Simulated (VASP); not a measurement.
# YSb3 (P1) in VASP: notebook

The runs below take YSb3 through single point, molecular dynamics, with PBE.

Everything below comes from runs of VASP 6.6.1. Logs are shortened: lines on timing, memory, paths and dates and some standing lists are left out, and cuts for length are marked.

**1. The structure**

The typed cell holds 4 atoms: a = 4.760 Å, b = 4.760 Å, c = 4.760 Å, α = 90.00°, β = 90.00°, γ = 90.00°.

The cell was built by a generator and needn't be a form met in nature.

**2. Single point, PBE**

File INCAR:

```
ALGO = Normal
EDIFF = 1E-7
ENCUT = 520
GGA = PE
ISIF = 2
ISMEAR = -1
LASPH = T
LCHARG = T
LELF = T
LREAL = F
LVHAR = T
LWAVE = F
NBANDS = 21
NELM = 60
PREC = Accurate
SIGMA = 0.1
```

File KPOINTS:

```
k-points
0
Gamma
  3 3 3
```

File POSCAR:

```
YSb3
1.0
    4.7603490000      0.0000000000      0.0000000000
    0.0000000000      4.7603490000      0.0000000000
    0.0000000000      0.0000000000      4.7603490000
Y Sb
1 3
Direct
    0.0005770585      0.0033539558     -0.0039037054
    0.0061779084      0.4931232983      0.5005040597
    0.5019976477      0.0036434303      0.5084587286
    0.4914032564      0.5007840812     -0.0061123670
```

Potentials or basis: VASP PAW PBE potentials, release 64 (Y_sv, Sb).

The run is started by

```bash
> cat potpaw_PBE.64/Y_sv/POTCAR potpaw_PBE.64/Sb/POTCAR > POTCAR
> mpirun -np 1 vasp_std > vasp.out
```

OUTCAR:

```text
EDIFF = 1E-7
   ENCUT = 520
   GGA = PE
   ISIF = 2
   ISMEAR = -1
   LASPH = T
   LREAL = F
   NELM = 60
   PREC = Accurate

 ion  position               nearest neighbor table
   1  0.001  0.003  0.996-   2 3.32   3 3.32   4 3.33   3 3.33   4 3.34   2 3.35   2 3.39   4 3.39
                             3 3.40   4 3.41   3 3.41   2 3.42
   2  0.006  0.493  0.501-   4 3.29   3 3.32   1 3.32   4 3.34   3 3.35   1 3.35   1 3.39   3 3.39
                             4 3.39   1 3.42   3 3.42   4 3.44
   3  0.502  0.004  0.508-   4 3.31   2 3.32   1 3.32   4 3.33   1 3.33   2 3.35   2 3.39   1 3.40
                             4 3.41   1 3.41   2 3.42   4 3.43
   4  0.491  0.501  0.994-   2 3.29   3 3.31   1 3.33   3 3.33   2 3.34   1 3.34   1 3.39   2 3.39
                             1 3.41   3 3.41   3 3.43   2 3.44

  LATTYP: Found a simple cubic cell.
 ALAT       =     4.7603490000

  Lattice vectors:

 A1 = (   4.7603490000,   0.0000000000,   0.0000000000)
 A2 = (   0.0000000000,   4.7603490000,   0.0000000000)
 A3 = (   0.0000000000,   0.0000000000,   4.7603490000)

Analysis of symmetry for initial positions (statically):
=====================================================================
 Subroutine PRICEL returns:
 Original cell was already a primitive cell.

 Routine SETGRP: Setting up the symmetry group for a
 simple cubic supercell.

 Subroutine GETGRP returns: Found  1 space group operations
 (whereof  1 operations were pure point group operations)
 out of a pool of 48 trial point group operations.

The static configuration has the point symmetry C_1 .

Analysis of symmetry for dynamics (positions and initial velocities):
=====================================================================
 Subroutine PRICEL returns:
 Original cell was already a primitive cell.

 Routine SETGRP: Setting up the symmetry group for a
 simple cubic supercell.

 Subroutine GETGRP returns: Found  1 space group operations
 (whereof  1 operations were pure point group operations)
 out of a pool of 48 trial point group operations.

The dynamic configuration has the point symmetry C_1 .

 Subroutine INISYM returns: Found  1 space group operations
 (whereof  1 operations are pure point group operations),
 and found     1 'primitive' translations

----------------------------------------------------------------------------------------

                                     Primitive cell

  volume of cell :     107.8739

[... 80 lines left out ...]
   NELM   =     60;   NELMIN=  2; NELMDL= -5     # of ELM steps
   EDIFF  = 0.1E-06   stopping-criterion for ELM
   LREAL  =      F    real-space projection
   EDIFFG = 0.1E-05   stopping-criterion for IOM
   NSW    =      0    number of steps for IOM
   IBRION =     -1    ionic relax: 0-MD 1-quasi-New 2-CG
   NFREE  =      0    steps in history (QN), initial steepest desc. (CG)
   ISIF   =      2    stress and relaxation
   ISYM   =      2    0-nonsym 1-usesym 2-fastsym
   POTIM  = 0.5000    time-step for ionic-motion
   TEBEG  =    0.0;   TEEND  =   0.0 temperature during run
   PSTRESS=    0.0 pullay stress
   NELECT =      26.0000    total number of electrons
   NUPDOWN=      -1.0000    fix difference up-down
   EMIN   =  10.00;   EMAX   =-10.00  energy-range for DOS
   EFERMI =   0.00;   METHOD = LEGACY
   ISMEAR =    -1;   SIGMA  =   0.10  broadening in eV -4-tet -1-fermi 0-gaus
   EFERMI_NEDOS =   21; number of points for ismear=-14 and -15
   IALGO  =     38    algorithm
   IMIX   =      4    mixing-type and parameters
     AMIX     =   0.40;   BMIX     =  1.00
     AMIX_MAG =   1.60;   BMIX_MAG =  1.00
  volume/ion in A,a.u.               =      26.97       181.99
  Fermi-wavevector in a.u.,A,eV,Ry     =   1.018811  1.925274 14.122532  1.037977
  Thomas-Fermi vector in A             =   2.152290
   LORBIT       =      0    0 simple, 1 ext, 2 COOP (PROOUT), +10 PAW based schemes
   GGA     = PE    functional components
   LHFCALC =     F    Hartree Fock is set to
   AEXX    =    0.0000 exact exchange contribution
   IVDW    =     0    specifies the selected vdW correction
   LEPSILON=     F    determine dielectric tensor
   LRPA    =     F    only Hartree local field effects (RPA)
 non-spin polarized calculation
  energy-cutoff  :      520.00
  volume of cell :      107.87
 maximum number of plane-waves:      2945
   NGX = 17   NGY = 17   NGZ = 17

 number of electron      26.0000000 magnetization

 Free energy of the ion-electron system (eV)
  ---------------------------------------------------
  ext. energy  EPLUGINS =         0.00000000
  ---------------------------------------------------
  free energy    TOTEN  =       -20.02271220 eV

  energy without entropy =      -19.84780312  energy(sigma->0) =      -19.93525766

 E-fermi :   7.7845     XC(G=0): -10.1964

 val. band max:        7.5866764628   @ k =   0.3333   0.3333   0.0000
 cond. band min:       7.8410256196   @ k =   0.0000   0.0000   0.0000
 fundamental gap:      0.2543491569
 Fermi energy:         7.7844672066

 k-point     1 :       0.0000    0.0000    0.0000
  band No.  band energies     occupation
      1     -36.0273      2.00000
      2     -16.0003      2.00000
      3     -15.9999      2.00000
      4     -15.9996      2.00000
      5      -4.5427      2.00000
      6       0.0090      2.00000
[... 325 lines left out ...]
     20      10.7131      0.00000
     21      12.4214      0.00000

------------------------ aborting loop because EDIFF is reached ----------------------------------------

  FORCE on cell =-STRESS in cart. coord.  units (eV):
  Direction    XX          YY          ZZ          XY          YZ          ZX
  --------------------------------------------------------------------------------------
  -------------------------------------------------------------------------------------
  Total        0.5408053      0.5435539      0.5340969      0.0038553     -0.0095401      0.0030491
  in kB        8.0322115      8.0730340      7.9325759      0.0572605     -0.1416926      0.0452865
  external PRESSURE =       8.0126071 kB  Pullay stress =       0.0000000 kB

 VOLUME and BASIS-vectors are now :
 -----------------------------------------------------------------------------
  energy-cutoff  :      520.00
  volume of cell :      107.87
      direct lattice vectors                 reciprocal lattice vectors
     4.760349000  0.000000000  0.000000000     0.210068632  0.000000000  0.000000000
     0.000000000  4.760349000  0.000000000     0.000000000  0.210068632  0.000000000
     0.000000000  0.000000000  4.760349000     0.000000000  0.000000000  0.210068632

 POSITION                                       TOTAL-FORCE (eV/Angst)
 -----------------------------------------------------------------------------------
      0.00275      0.01597      4.74177        -0.080794     -0.078068      0.113015
      0.02941      2.34744      2.38257        -0.182970      0.162549     -0.122221
      2.38968      0.01734      2.42044         0.066603     -0.151595     -0.220009
      2.33925      2.38391      4.73125         0.197161      0.067113      0.229216
 -----------------------------------------------------------------------------------
    total drift:                               -0.000038     -0.000100      0.000081

  FREE ENERGIE OF THE ION-ELECTRON SYSTEM (eV)
  ---------------------------------------------------
  free  energy   TOTEN  =       -20.0227121967 eV

  energy  without entropy=      -19.8478031222  energy(sigma->0) =      -19.93525766
```

OSZICAR:

```text
N       E                     dE             d eps       ncg     rms          rms(c)
DAV:   1     0.115463306125E+03    0.11546E+03   -0.10675E+04   588   0.108E+03
DAV:   2    -0.126926364510E+02   -0.12816E+03   -0.12445E+03   721   0.217E+02
DAV:   3    -0.204630992980E+02   -0.77705E+01   -0.75583E+01   825   0.449E+01
[... 11 lines left out ...]
DAV:  15    -0.200227118662E+02   -0.17484E-06   -0.31101E-07   822   0.316E-03    0.314E-02
DAV:  16    -0.200227126836E+02   -0.81741E-06   -0.26553E-06   848   0.850E-03    0.502E-03
DAV:  17    -0.200227124489E+02    0.23472E-06   -0.24866E-07   556   0.309E-03    0.237E-03
DAV:  18    -0.200227121961E+02    0.25286E-06   -0.15125E-07   626   0.229E-03    0.305E-03
DAV:  19    -0.200227121967E+02   -0.67689E-09   -0.24000E-08   349   0.886E-04
   1 F= -.20022712E+02 E0= -.19935258E+02  d E =-.174909E+00
```

stdout:

```text
POSCAR found type information on POSCAR Y Sb
 POSCAR found :  2 types and       4 ions
 scaLAPACK will be used
 LDA part: xc-table for (Slater+PW92), standard interpolation
 POSCAR, INCAR and KPOINTS ok, starting setup
 FFT: planning ... GRIDC
 FFT: planning ... GRID_SOFT
 FFT: planning ... GRID
 WAVECAR not read
 entering main loop
```

Run time: 37 s. Hardware: 1 thread of Intel Xeon Platinum 8375C at 2.90GHz (Ice Lake), shared host; peak memory 0.22 GiB.

What came out:

```
Free energy            : -20.0227 eV
Pressure               : 0.8 GPa
Largest force          : 0.310 eV/Å
Band gap on the k mesh : none (metal or under the smearing width)
```

Forces in eV/Å, atoms in the order of the input:
```
Y   -0.081 -0.078  0.113
Sb  -0.183  0.163 -0.122
Sb   0.067 -0.152 -0.220
Sb   0.197  0.067  0.229
```

Caveat: the k mesh is coarse (spacing up to 0.44 Å⁻¹), so the values aren't converged.

**3. Single point, PBE**

File INCAR:

```
SYSTEM = YSb3
PREC = Accurate
ENCUT = 520
EDIFF = 1E-7
ISMEAR = -1
SIGMA = 0.1
LREAL = .FALSE.
LASPH = .TRUE.
NELM = 80
ALGO = Normal
ISIF = 2
LWAVE = .FALSE.
LCHARG = .TRUE.
GGA = PE
LELF = .TRUE.
LVHAR = .TRUE.
NBANDS = 21
```

File KPOINTS:

```
regular mesh
0
G
  3 3 3
  0 0 0
```

File POSCAR:

```
YSb3
1.0
    4.7603490000      0.0000000000      0.0000000000
    0.0000000000      4.7603490000      0.0000000000
    0.0000000000      0.0000000000      4.7603490000
Y Sb
1 3
Direct
    0.0004463958      0.0060222475     -0.0068169372
    0.0111834237      0.4872915830      0.5002292899
    0.5044176383      0.0063171839      0.5155063211
    0.4840729115      0.5019940765     -0.0107582448
```

Potentials or basis: VASP PAW PBE potentials, release 64 (Y_sv, Sb).

The run is started by

```bash
> cat potpaw_PBE.64/Y_sv/POTCAR potpaw_PBE.64/Sb/POTCAR > POTCAR
> mpirun -np 1 vasp_std > vasp.out
```

OUTCAR:

```text
SYSTEM = YSb3
   PREC = Accurate
   ENCUT = 520
   EDIFF = 1E-7
   ISMEAR = -1
   LREAL = .FALSE.
   LASPH = .TRUE.
   NELM = 80
   ISIF = 2
   GGA = PE

 ion  position               nearest neighbor table
   1  0.000  0.006  0.993-   3 3.28   2 3.28   4 3.30   3 3.31   4 3.33   2 3.33   2 3.41   4 3.41
                             3 3.43   4 3.44   2 3.45   3 3.46
   2  0.011  0.487  0.500-   4 3.24   1 3.28   3 3.28   4 3.32   3 3.33   1 3.33   1 3.41   3 3.41
                             4 3.42   1 3.45   3 3.45   4 3.50
   3  0.504  0.006  0.516-   4 3.27   1 3.28   2 3.28   4 3.30   1 3.31   2 3.33   2 3.41   1 3.43
                             4 3.44   2 3.45   1 3.46   4 3.47
   4  0.484  0.502  0.989-   2 3.24   3 3.27   3 3.30   1 3.30   2 3.32   1 3.33   1 3.41   2 3.42
[... 527 lines left out ...]
  Total        0.7660531      0.7738446      0.7572532      0.0173350     -0.0320245      0.0092341
  in kB       11.3776639     11.4933858     11.2469650      0.2574656     -0.4756377      0.1371480
  external PRESSURE =      11.3726715 kB  Pullay stress =       0.0000000 kB

 VOLUME and BASIS-vectors are now :
 -----------------------------------------------------------------------------
  energy-cutoff  :      520.00
  volume of cell :      107.87
      direct lattice vectors                 reciprocal lattice vectors
     4.760349000  0.000000000  0.000000000     0.210068632  0.000000000  0.000000000
     0.000000000  4.760349000  0.000000000     0.000000000  0.210068632  0.000000000
     0.000000000  0.000000000  4.760349000     0.000000000  0.000000000  0.210068632

 POSITION                                       TOTAL-FORCE (eV/Angst)
 -----------------------------------------------------------------------------------
      0.00212      0.02867      4.72790        -0.135629     -0.131266      0.188303
      0.05324      2.31968      2.38127        -0.312550      0.280383     -0.202510
      2.40120      0.03007      2.45399         0.108573     -0.257225     -0.375154
      2.30436      2.38967      4.70914         0.339606      0.108108      0.389361
 -----------------------------------------------------------------------------------
    total drift:                                0.000035     -0.000104      0.000011

  FREE ENERGIE OF THE ION-ELECTRON SYSTEM (eV)
  ---------------------------------------------------
  free  energy   TOTEN  =       -19.9799859545 eV

  energy  without entropy=      -19.7982200782  energy(sigma->0) =      -19.88910302
```

OSZICAR:

```text
N       E                     dE             d eps       ncg     rms          rms(c)
DAV:   1     0.115820427160E+03    0.11582E+03   -0.10665E+04   588   0.108E+03
DAV:   2    -0.124012467959E+02   -0.12822E+03   -0.12454E+03   713   0.217E+02
DAV:   3    -0.203879932664E+02   -0.79867E+01   -0.77586E+01   815   0.453E+01
[... 11 lines left out ...]
DAV:  15    -0.199799856217E+02   -0.20950E-06   -0.35550E-07   827   0.338E-03    0.338E-02
DAV:  16    -0.199799865275E+02   -0.90576E-06   -0.26883E-06   827   0.878E-03    0.558E-03
DAV:  17    -0.199799862883E+02    0.23912E-06   -0.23279E-07   634   0.289E-03    0.343E-03
DAV:  18    -0.199799859256E+02    0.36272E-06   -0.27441E-07   720   0.297E-03    0.385E-03
DAV:  19    -0.199799859545E+02   -0.28869E-07   -0.27655E-08   344   0.110E-03
   1 F= -.19979986E+02 E0= -.19889103E+02  d E =-.181766E+00
```

Wall time 41 s (1 thread of Intel Xeon Platinum 8375C at 2.90GHz (Ice Lake), shared host); peak memory 0.22 GiB.

What came out:

| Item | Value |
| --- | --- |
| Free energy | -19.9800 eV |
| Pressure | 1.1 GPa |
| Largest force | 0.528 eV/Å |
| Band gap on the k mesh | none (metal or under the smearing width) |

Forces in eV/Å, atoms in the order of the input:
```
Y   -0.136 -0.131  0.188
Sb  -0.313  0.280 -0.203
Sb   0.109 -0.257 -0.375
Sb   0.340  0.108  0.389
```

Levels at points of the mesh, in eV from the Fermi level:
| k point | band 11 | band 12 | band 13 | band 14 | band 15 | band 16 |
| --- | --- | --- | --- | --- | --- | --- |
| (0.00, 0.00, 0.00) | -0.01 | 0.01 | 0.04 | 0.50 | 0.73 | 0.74 |

Caveat: the k mesh is coarse (spacing up to 0.44 Å⁻¹), so the values aren't converged.

**4. Single point, PBE**

File INCAR:

```
SYSTEM = YSb3
PREC = Accurate
ENCUT = 520
EDIFF = 1E-7
ISMEAR = -1
SIGMA = 0.1
LREAL = .FALSE.
LASPH = .TRUE.
NELM = 60
ALGO = Fast
ISIF = 2
LWAVE = .FALSE.
LCHARG = .FALSE.
GGA = PE
NBANDS = 21
```

File KPOINTS:

```
Automatic mesh
0
G
  3 3 3
  0 0 0
```

File POSCAR:

```
YSb3
1.0
    4.7603490000      0.0000000000      0.0000000000
    0.0000000000      4.7603490000      0.0000000000
    0.0000000000      0.0000000000      4.7603490000
Y Sb
1 3
Direct
   -0.0008782969      0.0075275993     -0.0080632744
    0.0141773219      0.4832738104      0.4986592370
    0.5075247634      0.0073374872      0.5201293014
    0.4789390442      0.5038922566     -0.0129011549
```

The run is started by

```bash
> cat potpaw_PBE.64/Y_sv/POTCAR potpaw_PBE.64/Sb/POTCAR > POTCAR
> mpirun -np 1 vasp_std > vasp.out
```

Wall time 67 s (1 thread of Intel Xeon Platinum 8375C at 2.90GHz (Ice Lake), shared host); peak memory 0.22 GiB.

It converged, with:

| Quantity | Value |
| --- | --- |
| Free energy | -19.9481 eV |
| Pressure | 1.4 GPa |
| Largest force | 0.622 eV/Å |
| Band gap on the k mesh | none (metal or under the smearing width) |

Forces on the atoms (eV/Å):
```
Y   -0.154 -0.154  0.219
Sb  -0.368  0.340 -0.221
Sb   0.109 -0.297 -0.450
Sb   0.413  0.111  0.452
```

Stress tensor (GPa, compression positive):
```
 1.40  0.06  0.02
 0.06  1.41 -0.08
 0.02 -0.08  1.44
```

Levels at points of the mesh, in eV from the Fermi level:
| k point | band 10 | band 11 | band 12 | band 13 | band 14 | band 15 | band 16 | band 17 |
| --- | --- | --- | --- | --- | --- | --- | --- | --- |
| (0.00, 0.00, 0.00) | -4.19 | -0.08 | -0.03 | 0.02 | 0.50 | 0.71 | 0.74 | 0.89 |

Caveat: the k mesh is coarse (spacing up to 0.44 Å⁻¹), so the values aren't converged. Spin-orbit coupling is left out, which matters for the levels of Sb.

**5. Molecular dynamics, PBE**

File INCAR:

```
SYSTEM = YSb3
PREC     = Accurate       ! precision mode
ENCUT    = 520            ! plane-wave cutoff, eV
EDIFF    = 1E-5           ! SCF threshold, eV
ISMEAR   = -1             ! smearing method
SIGMA    = 0.1            ! smearing width, eV
LREAL    = .False.        ! projectors in reciprocal space
LASPH    = .True.         ! aspherical terms in the spheres
NELM     = 60             ! most SCF steps
ALGO     = Normal         ! electronic algorithm
ISIF     = 2              ! what is computed and relaxed
LWAVE    = .False.        ! write WAVECAR
LCHARG   = .False.        ! write CHGCAR
GGA      = PE             ! functional
IBRION   = 0              ! ionic algorithm
NSW      = 40             ! ionic steps
POTIM    = 1.0            ! step
TEBEG    = 300.0        
TEEND    = 300.0        
ISYM     = 0            
NELMIN   = 4            
RANDOM_SEED= 568830 0 0   
MDALGO   = 1            
ANDERSEN_PROB= 0.0
```

File KPOINTS:

```
regular mesh
0
Gamma
  3 3 3
  0 0 0
```

File POSCAR:

```
YSb3
1.0
    4.7603490000      0.0000000000      0.0000000000
    0.0000000000      4.7603490000      0.0000000000
    0.0000000000      0.0000000000      4.7603490000
Y Sb
1 3
Direct
    0.0000000000      0.0000000000      0.0000000000
    0.0000000000      0.5000000000      0.5000000000
    0.5000000000      0.0000000000      0.5000000000
    0.5000000000      0.5000000000      0.0000000000
```

The run is started by

```bash
> cat potpaw_PBE.64/Y_sv/POTCAR potpaw_PBE.64/Sb/POTCAR > POTCAR
> mpirun -np 1 vasp_std > vasp.out
```

It took 6.9 min on 1 thread of Intel Xeon Platinum 8375C at 2.90GHz (Ice Lake), shared host; peak memory 0.24 GiB.

Step by step:
```csv
step,potential energy change (eV),largest force (eV/Å),pressure (GPa),volume (Å³),temperature (K)
1,0.0000,0.0000,0.64,107.87,300
2,0.0000,0.0171,0.65,107.87,300
3,0.0002,0.0336,0.65,107.87,300
4,0.0004,0.0504,0.65,107.87,299
5,0.0007,0.0672,0.66,107.87,298
6,0.0012,0.0839,0.66,107.87,297
7,0.0017,0.1004,0.66,107.87,296
8,0.0022,0.1169,0.67,107.87,294
9,0.0029,0.1333,0.67,107.87,292
10,0.0037,0.1496,0.68,107.87,290
11,0.0045,0.1657,0.68,107.87,288
12,0.0055,0.1816,0.69,107.87,286
13,0.0065,0.1974,0.70,107.87,283
14,0.0076,0.2132,0.71,107.87,280
15,0.0087,0.2286,0.72,107.87,278
16,0.0099,0.2438,0.73,107.87,274
17,0.0112,0.2587,0.74,107.87,271
18,0.0126,0.2734,0.75,107.87,268
19,0.0140,0.2879,0.76,107.87,264
20,0.0155,0.3022,0.77,107.87,260
21,0.0171,0.3161,0.78,107.87,256
22,0.0186,0.3298,0.80,107.87,252
23,0.0203,0.3432,0.81,107.87,248
24,0.0220,0.3564,0.82,107.87,243
25,0.0237,0.3692,0.84,107.87,239
26,0.0254,0.3817,0.85,107.87,234
27,0.0272,0.3940,0.87,107.87,230
28,0.0291,0.4059,0.88,107.87,225
29,0.0309,0.4175,0.90,107.87,220
30,0.0328,0.4288,0.91,107.87,216
31,0.0347,0.4397,0.93,107.87,211
32,0.0366,0.4504,0.94,107.87,206
33,0.0385,0.4607,0.96,107.87,201
34,0.0404,0.4707,0.98,107.87,196
35,0.0423,0.4801,0.99,107.87,191
36,0.0442,0.4895,1.01,107.87,186
37,0.0462,0.4985,1.03,107.87,181
38,0.0481,0.5072,1.04,107.87,176
39,0.0500,0.5156,1.06,107.87,171
40,0.0518,0.5237,1.08,107.87,166
```

Caveat: the k mesh is coarse (spacing up to 0.44 Å⁻¹), so the values aren't converged. Spin-orbit coupling is left out, which matters for the levels of Sb.
